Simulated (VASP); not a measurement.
```xyz
2
Lattice="1.8357 -3.1795 0.0000 1.8357 3.1795 0.0000 0.0000 0.0000 5.6037" Properties=species:S:1:pos:R:3 pbc="T T T"
Tb     1.8357     1.0598     1.4009
Tb     1.8357    -1.0598     4.2027
```

Method: r2SCAN meta-GGA with spin-orbit coupling, VASP's PBE PAW potentials (set 64) (plane waves; VASP). Run with 400 eV cut-off, 10×10×6 Γ-centred mesh, Gaussian smearing of 0.050 eV, potentials Tb_3.

The 4f electrons are frozen in the core of the lanthanide potential, so 4f levels, which can set the real gap, and their magnetism are missing.

Q: Give the energies of bands 13 to 25 at the high-symmetry points, in eV from the Fermi level.

A: 
```csv
band,Γ,M,K,A,L,H
13,-5.12,-1.88,-0.94,-3.44,-1.89,-0.53
14,-5.12,-1.88,-0.94,-3.44,-1.89,-0.53
15,-2.11,-1.44,-0.88,-3.44,-1.89,-0.50
16,-2.11,-1.44,-0.88,-3.44,-1.89,-0.50
17,1.40,-0.95,-0.69,1.14,0.10,-0.46
18,1.40,-0.95,-0.69,1.14,0.10,-0.46
19,1.77,-0.07,-0.50,1.14,0.10,-0.39
20,1.77,-0.07,-0.50,1.14,0.10,-0.39
21,1.99,1.48,1.26,1.68,1.66,0.45
22,1.99,1.48,1.26,1.68,1.66,0.45
23,2.48,1.77,1.33,1.68,1.66,0.61
24,2.49,1.77,1.33,1.68,1.66,0.61
25,2.56,2.53,2.81,1.84,3.08,3.10
```

It has no gap at this level: it comes out as a metal or semimetal.

The compound is Tb in the hcp structure. It was relaxed first.
